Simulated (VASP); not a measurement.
BaBe: single point with PBEsol

The system is BaBe.

```
Ba Be
1.0
     4.42006    0.00000    0.00000
    -2.21003    3.82789    0.00000
     0.00000    0.00000    4.04924
Ba Be
1 1
Direct
  0.33333 0.66667 0.00000
  0.66667 0.33333 0.50000
```

The cell comes from a database or a generator and needn't be the stable form of this composition.

| Property | Result |
| --- | --- |
| Program | VASP 6.6.1 |
| Task | single point |
| Functional | PBEsol |
| Potentials or basis | VASP PAW PBE potentials, release 64 (Ba_sv, Be) |
| Cutoff | 520 eV |
| k mesh | 12 × 12 × 12 |
| Occupations | fermi-dirac, width 0.15 eV |
| Spin | no spin polarisation |
| Dipole correction | no |
| Further INCAR settings | ALGO = Normal; EDIFF = 1e-07; NBANDS = 13 |

```yaml
Pressure: 0.2 GPa
Band_gap_on_the_k_mesh: none (metal or under the smearing width)
```

Levels at points of the mesh, in eV from the Fermi level:
| k point | band 3 | band 4 | band 5 | band 6 | band 7 | band 8 | band 9 | band 10 |
| --- | --- | --- | --- | --- | --- | --- | --- | --- |
| (0.00, 0.00, 0.00) | -12.99 | -12.98 | -4.30 | 0.61 | 0.90 | 0.90 | 3.03 | 4.85 |
| (0.50, 0.00, 0.00) | -13.10 | -12.91 | -2.59 | -0.99 | 0.83 | 1.44 | 2.16 | 4.56 |
| (0.00, 0.00, 0.50) | -12.92 | -12.92 | -1.96 | -1.65 | 1.53 | 1.53 | 2.70 | 2.70 |
| (0.50, 0.00, 0.50) | -13.35 | -13.01 | -2.66 | -0.47 | 0.36 | 0.51 | 2.62 | 5.55 |

It took 73 s on 1 thread of Intel(R) Xeon(R) Platinum 8488C (Sapphire Rapids) (shared host), peak memory 0.28 GiB.

Caveat: the PAW data sets were made with another functional, which shifts forces and pressure a little. The run has no spin-orbit coupling, so splittings on Ba are missing.
